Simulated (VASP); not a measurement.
# NbSi2: convergence with the plane-wave cutoff and SCF solver

A convergence test on NbSi2: the plane-wave cutoff and SCF solver. The series runs use PBE. The plane-wave cutoff tried: ENCUT = 180; ENCUT = 220; ENCUT = 260; ENCUT = 290; ENCUT = 340; ENCUT = 380; ENCUT = 470; ENCUT = 590. The SCF solver tried: ALGO = Normal; ALGO = Fast; ALGO = VeryFast; ALGO = All; ALGO = Damped; AMIX = 0.1, BMIX = 0.01; AMIX = 0.8; IMIX = 1, AMIX = 0.2. The start is a cell from a database of measured crystal structures.

Calculated with VASP 6.6.1; PBE; plane waves and PAW (Nb_sv, Si).

### Step 1. Starting point

The structure is hexagonal, space group P6_222 (No. 180). Conventional cell: a = 4.819 Å, b = 4.819 Å, c = 6.592 Å, α = 90.00°, β = 90.00°, γ = 120.00°. Nearest to Nb lie 10 Si at 2.62 to 2.84 Å. Nearest to Si lie 5 Si at 2.57 to 2.84 Å and 5 Nb at 2.62 to 2.84 Å. Farther neighbours are not listed.

As a file:

```xyz
9
Lattice="4.8190 0.0000 0.0000 -2.4095 4.1734 0.0000 0.0000 0.0000 6.5920" Properties=species:S:1:pos:R:3 pbc="T T T"
Nb    2.4095    0.0000    3.2960
Nb    1.2047    2.0867    5.4933
Nb   -1.2047    2.0867    1.0987
Si    0.0000    1.3346    3.2960
Si    3.6632    0.6673    5.4933
Si    1.2537    3.5061    1.0987
Si    2.4095    2.8387    3.2960
Si   -1.2537    3.5061    5.4933
Si    1.1558    0.6673    1.0987
```

### Step 2. Plane-wave cutoff: ENCUT = 180

The basis grows with ENCUT, and energy and stress both move with it. PBE, the usual starting point, adds the gradient of the density.

INCAR reads:

```
SYSTEM = NbSi2
PREC = Accurate
ENCUT = 180
EDIFF = 1E-06
NELM = 100
ISMEAR = -1
SIGMA = 0.05
LREAL = .FALSE.
ALGO = Normal
GGA = PE
NBANDS = 40
LASPH = .TRUE.
LORBIT = 11
LWAVE = .FALSE.
LCHARG = .FALSE.
KPAR = 8
ISIF = 2
```

POSCAR reads:

```
NbSi2
1.0
    4.8190000000      0.0000000000      0.0000000000
   -2.4095000000      4.1733764208      0.0000000000
    0.0000000000      0.0000000000      6.5920000000
Nb Si
3 6
Direct
    0.5000000000      0.0000000000      0.5000000000
    0.5000000000      0.5000000000      0.8333333333
    0.0000000000      0.5000000000      0.1666666667
    0.1599000000      0.3198000000      0.5000000000
    0.8401000000      0.1599000000      0.8333333333
    0.6802000000      0.8401000000      0.1666666667
    0.8401000000      0.6802000000      0.5000000000
    0.1599000000      0.8401000000      0.8333333333
    0.3198000000      0.1599000000      0.1666666667
```

KPOINTS reads:

```
Automatic mesh
0
Gamma
6 6 4
0 0 0
```

The projector-augmented-wave data sets are Nb_sv and Si (PBE family, release 64).

Launch:

```sh
mpirun -np 8 vasp_std
```

The program printed:

```text
[banner, memory and clock lines left out]
running    8 mpi-ranks, on    1 nodes
 distrk:  each k-point on    1 cores,    8 groups
 distr:  one band on    1 cores,    1 groups

 POSCAR found type information on POSCAR NbSi
 POSCAR found :  2 types and       9 ions
|                                                                             |
|           W    W    AA    RRRRR   N    N  II  N    N   GGGG   !!!           |
|           W    W   A  A   R    R  NN   N  II  NN   N  G    G  !!!           |
|           W    W  A    A  R    R  N N  N  II  N N  N  G       !!!           |
|           W WW W  AAAAAA  RRRRR   N  N N  II  N  N N  G  GGG   !            |
|           WW  WW  A    A  R   R   N   NN  II  N   NN  G    G                |
|           W    W  A    A  R    R  N    N  II  N    N   GGGG   !!!           |
|                                                                             |
|     For optimal performance we recommend to set                             |
|       NCORE = 2 up to number-of-cores-per-socket                            |
|     NCORE specifies how many cores store one orbital (NPAR=cpu/NCORE).      |
|     This setting can greatly improve the performance of VASP for DFT.       |
|     The default, NCORE=1 might be grossly inefficient on modern             |
|     multi-core architectures or massively parallel machines. Do your        |
|     Unfortunately you need to use the default for GW and RPA                |
|     calculations (for HF NCORE is supported but not extensively tested      |
|     yet).                                                                   |
|                                                                             |

 LDA part: xc-table for (Slater+PW92), standard interpolation
 POSCAR, INCAR and KPOINTS ok, starting setup
 FFT: planning ... GRIDC
 FFT: planning ... GRID_SOFT
 FFT: planning ... GRID
 WAVECAR not read
 entering main loop
       N       E                     dE             d eps       ncg     rms          rms(c)
DAV:   1     0.224836737388E+03    0.22484E+03   -0.18158E+04  2032   0.694E+02
DAV:   2    -0.470034008004E+02   -0.27184E+03   -0.26147E+03  2040   0.244E+02
DAV:   3    -0.708282452382E+02   -0.23825E+02   -0.23541E+02  2632   0.538E+01
DAV:   4    -0.716234720759E+02   -0.79523E+00   -0.79288E+00  2392   0.107E+01
DAV:   5    -0.716367948170E+02   -0.13323E-01   -0.13312E-01  2344   0.143E+00    0.588E+01
DAV:   6    -0.664773312236E+02    0.51595E+01   -0.24047E+01  2256   0.208E+01    0.413E+01
DAV:   7    -0.662886459862E+02    0.18869E+00   -0.26185E+00  2272   0.638E+00    0.529E+00
DAV:   8    -0.662904446393E+02   -0.17987E-02   -0.20327E-01  2328   0.178E+00    0.876E-01
DAV:   9    -0.662914698954E+02   -0.10253E-02   -0.22773E-02  2584   0.542E-01    0.505E-01
DAV:  10    -0.662915777024E+02   -0.10781E-03   -0.43361E-03  2320   0.318E-01    0.816E-02
DAV:  11    -0.662915197117E+02    0.57991E-04   -0.43654E-04  2312   0.106E-01    0.550E-02
DAV:  12    -0.662914959908E+02    0.23721E-04   -0.17594E-05  2368   0.206E-02    0.201E-02
DAV:  13    -0.662914958804E+02    0.11035E-06   -0.52959E-06  1952   0.677E-03
   1 F= -.66291496E+02 E0= -.66276985E+02  d E =-.290209E-01
```

The job ended after 4.4 s (8 MPI ranks of AMD EPYC 9R45, shared host; peak memory 1 GiB; 28 s of CPU time).

The logs omit lines about the potential files and the build; timing stands in the text.

Parts of OUTCAR (step 2):

```text
ion  position               nearest neighbor table
   1  0.500  0.000  0.500-   5 2.62   6 2.62   8 2.62   9 2.62   7 2.75   4 2.75   4 2.75   7 2.75
                             4 2.84   7 2.84
   2  0.500  0.500  0.833-   4 2.62   7 2.62   6 2.62   9 2.62   5 2.75   8 2.75   8 2.75   5 2.75
                             8 2.84   5 2.84
   3  0.000  0.500  0.167-   4 2.62   7 2.62   5 2.62   8 2.62   9 2.75   6 2.75   9 2.75   6 2.75
                             6 2.84   9 2.84
   4  0.160  0.320  0.500-   5 2.57   9 2.57   2 2.62   3 2.62   7 2.67   1 2.75   1 2.75   1 2.84
                             7 2.84   7 2.84
   5  0.840  0.160  0.833-   4 2.57   6 2.57   1 2.62   3 2.62   8 2.67   2 2.75   2 2.75   2 2.84
                             8 2.84   8 2.84
   6  0.680  0.840  0.167-   7 2.57   5 2.57   1 2.62   2 2.62   9 2.67   3 2.75   3 2.75   3 2.84
                             9 2.84   9 2.84
   7  0.840  0.680  0.500-   6 2.57   8 2.57   2 2.62   3 2.62   4 2.67   1 2.75   1 2.75   1 2.84
                             4 2.84   4 2.84
   8  0.160  0.840  0.833-   7 2.57   9 2.57   1 2.62   3 2.62   5 2.67   2 2.75   2 2.75   2 2.84
                             5 2.84   5 2.84
   9  0.320  0.160  0.167-   4 2.57   8 2.57   1 2.62   2 2.62   6 2.67   3 2.75   3 2.75   3 2.84
                             6 2.84   6 2.84

  LATTYP: Found a hexagonal cell.
 ALAT       =     4.8190000000
 C/A-ratio  =     1.3679186553

 Subroutine GETGRP returns: Found 12 space group operations
 (whereof  4 operations were pure point group operations)

The static configuration has the point symmetry D_2 .
 The point group associated with its full space group is D_6 .

 Found     21 irreducible k-points:

   k-points           NKPTS =     21   k-points in BZ     NKDIM =     21   number of bands    NBANDS=     40

   dimension x,y,z NGX =    24 NGY =   24 NGZ =   30
   dimension x,y,z NGXF=    48 NGYF=   48 NGZF=   60

   ENCUT  =  180.0 eV  13.23 Ry    3.64 a.u.   5.27  5.27  7.21*2*pi/ulx,y,z

   NELECT =      63.0000    total number of electrons

 k-points in reciprocal lattice and weights: Automatic mesh
   0.00000000  0.00000000  0.00000000       0.007
   0.16666667 -0.00000000  0.00000000       0.042
   0.33333333 -0.00000000  0.00000000       0.042
   0.50000000 -0.00000000  0.00000000       0.021
   0.16666667  0.16666667  0.00000000       0.042
   0.33333333  0.16666667  0.00000000       0.083
   0.33333333  0.33333333  0.00000000       0.014
   0.00000000  0.00000000  0.25000000       0.014
   0.16666667 -0.00000000  0.25000000       0.083
[...]
0.33333333  0.16666667  0.50000000       0.083
   0.33333333  0.33333333  0.50000000       0.014

 average (electrostatic) potential at core
       1 -78.6953       2 -78.6953       3 -78.6953       4 -77.9502       5 -77.9502
       6 -77.9502       7 -77.9502       8 -77.9502       9 -77.9502

 E-fermi :  11.6053

 k-point     1 :       0.0000    0.0000    0.0000
  band No.  band energies     occupation
    ...
     28       9.3657      2.00000
     29       9.3657      2.00000
     30       9.4777      2.00000
     31       9.4777      2.00000
     32      10.2706      2.00000
     33      12.3537      0.00000
     34      14.8911      0.00000
     35      15.0920      0.00000
     36      15.0955      0.00000
     37      15.2999      0.00000
    ...

 k-point     2 :       0.1667   -0.0000    0.0000
  band No.  band energies     occupation
    ...
     28       9.3225      2.00000
     29       9.6192      2.00000
     30       9.6372      2.00000
     31       9.9385      2.00000
     32      10.1412      2.00000
     33      12.1880      0.00002
     34      13.8715      0.00000
     35      14.0443      0.00000
     36      14.7034      0.00000
     37      14.7791      0.00000
    ...

 k-point     3 :       0.3333   -0.0000    0.0000
  band No.  band energies     occupation
    ...
     28       9.7260      2.00000
     29      10.1721      2.00000
     30      10.3555      2.00000
     31      10.8123      2.00000
     32      10.8720      2.00000
     33      11.7062      0.23460
     34      13.1336      0.00000
     35      13.3219      0.00000
     36      13.8005      0.00000
     37      14.1049      0.00000
    ...

  Total      -53.5220266    -53.5220266    -51.5159199      0.0000000      0.0000000      0.0000000
  in kB     -646.8170348   -646.8170348   -622.5731102      0.0000000      0.0000000      0.0000000
  external PRESSURE =    -638.7357266 kB  Pullay stress =       0.0000000 kB

  energy-cutoff  :      180.00
  volume of cell :      132.58
      direct lattice vectors                 reciprocal lattice vectors
     4.819000000  0.000000000  0.000000000     0.207511932  0.119807070  0.000000000
    -2.409500000  4.173376421  0.000000000     0.000000000  0.239614140  0.000000000
     0.000000000  0.000000000  6.592000000     0.000000000  0.000000000  0.151699029

 POSITION                                       TOTAL-FORCE (eV/Angst)
 -----------------------------------------------------------------------------------
      2.40950      0.00000      3.29600         0.000000      0.000000      0.000000
      1.20475      2.08669      5.49333        -0.000000      0.000000     -0.000000
     -1.20475      2.08669      1.09867         0.000000      0.000000      0.000000
      0.00000      1.33465      3.29600        -0.000000     -0.112093      0.000000
      3.66316      0.66732      5.49333         0.097076     -0.056047      0.000000
      1.25366      3.50605      1.09867         0.097076      0.056047      0.000000
      2.40950      2.83873      3.29600         0.000000      0.112093      0.000000
     -1.25366      3.50605      5.49333        -0.097076      0.056047      0.000000
      1.15584      0.66732      1.09867        -0.097076     -0.056047      0.000000
 -----------------------------------------------------------------------------------
    total drift:                               -0.000000      0.000000      0.000001

  FREE ENERGIE OF THE ION-ELECTRON SYSTEM (eV)
  ---------------------------------------------------
  free  energy   TOTEN  =       -66.2914958804 eV

  energy  without entropy=      -66.2624750067  energy(sigma->0) =      -66.27698544

 total charge
# of ion       s       p       d       tot
------------------------------------------
    1        2.092   6.124   3.233  11.449
    2        2.092   6.124   3.233  11.449
    3        2.092   6.124   3.233  11.449
    4        0.762   0.910   0.000   1.672
    5        0.762   0.910   0.000   1.672
    6        0.762   0.910   0.000   1.672
    7        0.762   0.910   0.000   1.672
    8        0.762   0.910   0.000   1.672
    9        0.762   0.910   0.000   1.672
--------------------------------------------------
tot         10.847  23.833   9.698  44.379

[... 3 further parts left out ...]
```

This run has no spin polarisation. Its electron count is odd, so without a moment it is a metal by construction. The k-mesh is coarse for a metal.

This step gave:

```yaml
electronic_steps: 13
electrons: 63
bands: 40
irreducible_k_points: 21
symmetry_operations: 12
free_energy_toten: -66.2915 eV
energy_at_zero_smearing: -66.2770 eV
fermi_energy: 11.61 eV
pressure: -63.87 GPa
metallic: yes
```

The series starts at -7.3641 eV an atom and -63.87 GPa, after 13 cycles in 4.4 s.

### Step 3. Plane-wave cutoff: ENCUT = 220

Changes to INCAR since step 2:

```diff
@@ -2,3 +2,3 @@
 PREC = Accurate
-ENCUT = 180
+ENCUT = 220
 EDIFF = 1E-06
```

POSCAR is that of step 2.

KPOINTS is that of step 2.

Launch:

```sh
mpirun -np 8 vasp_std
```

The program printed:

```text
[banner, memory and clock lines left out]
running    8 mpi-ranks, on    1 nodes
[...]
[... a notice as in an earlier step ...]

 LDA part: xc-table for (Slater+PW92), standard interpolation
 POSCAR, INCAR and KPOINTS ok, starting setup
[...]
entering main loop
       N       E                     dE             d eps       ncg     rms          rms(c)
DAV:   1     0.269215661661E+03    0.26922E+03   -0.20250E+04  1976   0.805E+02
DAV:   2    -0.420813025980E+02   -0.31130E+03   -0.29867E+03  2088   0.296E+02
DAV:   3    -0.695337028019E+02   -0.27452E+02   -0.27014E+02  2840   0.623E+01
DAV:   4    -0.709294434180E+02   -0.13957E+01   -0.13885E+01  2464   0.153E+01
[...]
DAV:  11    -0.679691535427E+02   -0.42953E-04   -0.21416E-04  2376   0.895E-02    0.272E-02
DAV:  12    -0.679691217793E+02    0.31763E-04   -0.24974E-05  2768   0.251E-02    0.440E-03
DAV:  13    -0.679691215336E+02    0.24578E-06   -0.37785E-06  1832   0.837E-03
   1 F= -.67969122E+02 E0= -.67953403E+02  d E =-.314366E-01
```

Wall time 4.4 s (8 MPI ranks); peak memory 1.1 GiB.

OUTCAR, selected parts (step 3):

```text
  Total      -12.6463775    -12.6463775    -11.0583936      0.0000000     -0.0000000     -0.0000000
  in kB     -152.8322625   -152.8322625   -133.6413772      0.0000000     -0.0000000     -0.0000000
  external PRESSURE =    -146.4353008 kB  Pullay stress =       0.0000000 kB

 POSITION                                       TOTAL-FORCE (eV/Angst)
 -----------------------------------------------------------------------------------
      2.40950      0.00000      3.29600         0.000000     -0.000000      0.000000
      1.20475      2.08669      5.49333         0.000000     -0.000000      0.000000
     -1.20475      2.08669      1.09867         0.000000     -0.000000     -0.000000
      0.00000      1.33465      3.29600         0.000000     -0.048929      0.000000
      3.66316      0.66732      5.49333         0.042374     -0.024464     -0.000000
      1.25366      3.50605      1.09867         0.042374      0.024464      0.000000
      2.40950      2.83873      3.29600         0.000000      0.048929      0.000000
     -1.25366      3.50605      5.49333        -0.042374      0.024464     -0.000000
      1.15584      0.66732      1.09867        -0.042374     -0.024464      0.000000
 -----------------------------------------------------------------------------------
    total drift:                                0.000000      0.000000      0.000001

  FREE ENERGIE OF THE ION-ELECTRON SYSTEM (eV)
  ---------------------------------------------------
  free  energy   TOTEN  =       -67.9691215336 eV

  energy  without entropy=      -67.9376849687  energy(sigma->0) =      -67.95340325

[... 1 part as in an earlier step ...]

[... 2 further parts left out ...]
[key lines of the parts left out:]
E-fermi :  11.3596
```

Against the run before the energy moves by -186.27 meV an atom and the pressure by +49.23 GPa, after 13 cycles in 4.4 s.

### Step 4. Plane-wave cutoff: ENCUT = 260

Changes to INCAR since step 3:

```diff
@@ -2,3 +2,3 @@
 PREC = Accurate
-ENCUT = 220
+ENCUT = 260
 EDIFF = 1E-06
```

POSCAR is that of step 3.

KPOINTS is that of step 3.

Launch:

```sh
mpirun -np 8 vasp_std
```

The program printed:

```text
[... set-up lines as in an earlier step ...]
 entering main loop
       N       E                     dE             d eps       ncg     rms          rms(c)
DAV:   1     0.325437039146E+03    0.32544E+03   -0.21728E+04  1840   0.906E+02
DAV:   2    -0.395522641414E+02   -0.36499E+03   -0.35147E+03  2192   0.351E+02
DAV:   3    -0.685531133051E+02   -0.29001E+02   -0.28480E+02  2832   0.713E+01
DAV:   4    -0.707441242467E+02   -0.21910E+01   -0.21799E+01  2632   0.197E+01
[...]
DAV:  12    -0.681963805329E+02    0.20364E-04   -0.41305E-05  2752   0.394E-02    0.882E-03
DAV:  13    -0.681963816099E+02   -0.10770E-05   -0.51318E-06  1936   0.123E-02    0.370E-03
DAV:  14    -0.681963815337E+02    0.76191E-07   -0.50058E-07  1344   0.542E-03
   1 F= -.68196382E+02 E0= -.68180473E+02  d E =-.318175E-01
```

It took 6.8 s on 8 MPI ranks; peak memory 1.3 GiB; 47 s of CPU time.

Parts of OUTCAR (step 4):

```text
  Total       -2.7309317     -2.7309317     -0.6587938      0.0000000      0.0000000      0.0000000
  in kB      -33.0034802    -33.0034802     -7.9615637      0.0000000      0.0000000      0.0000000
  external PRESSURE =     -24.6561747 kB  Pullay stress =       0.0000000 kB

 POSITION                                       TOTAL-FORCE (eV/Angst)
 -----------------------------------------------------------------------------------
      2.40950      0.00000      3.29600         0.000000     -0.000000     -0.000000
      1.20475      2.08669      5.49333         0.000000     -0.000000      0.000000
     -1.20475      2.08669      1.09867         0.000000     -0.000000      0.000000
      0.00000      1.33465      3.29600         0.000000     -0.048604     -0.000000
      3.66316      0.66732      5.49333         0.042093     -0.024302     -0.000000
      1.25366      3.50605      1.09867         0.042093      0.024302     -0.000000
      2.40950      2.83873      3.29600        -0.000000      0.048604     -0.000000
     -1.25366      3.50605      5.49333        -0.042093      0.024302     -0.000000
      1.15584      0.66732      1.09867        -0.042093     -0.024302     -0.000000
 -----------------------------------------------------------------------------------
    total drift:                                0.000000     -0.000000      0.000001

  FREE ENERGIE OF THE ION-ELECTRON SYSTEM (eV)
  ---------------------------------------------------
  free  energy   TOTEN  =       -68.1963815337 eV

  energy  without entropy=      -68.1645639855  energy(sigma->0) =      -68.18047276

[... 1 part as in an earlier step ...]

[... 2 further parts left out ...]
[key lines of the parts left out:]
E-fermi :  11.3080
```

Against the run before the energy moves by -25.23 meV an atom and the pressure by +12.18 GPa, after 14 cycles in 6.8 s.

[end of part 1 of 4]

[Lines on the potential files, build, host, timing and source positions are cut from VASP's logs without a mark.]

[Logs are printed without paths, hosts, clocks, repeated set-up lines and the standing remarks that a program may print on its own settings, such as how far it seeks lower states.]

[Hosts, paths, dates, database ids (printed as entryN), source tags and the programs' standing remarks are cut or masked in the printed files.]

[A measured line is paired with the nearest computed mode of its activity, which favours agreement.]
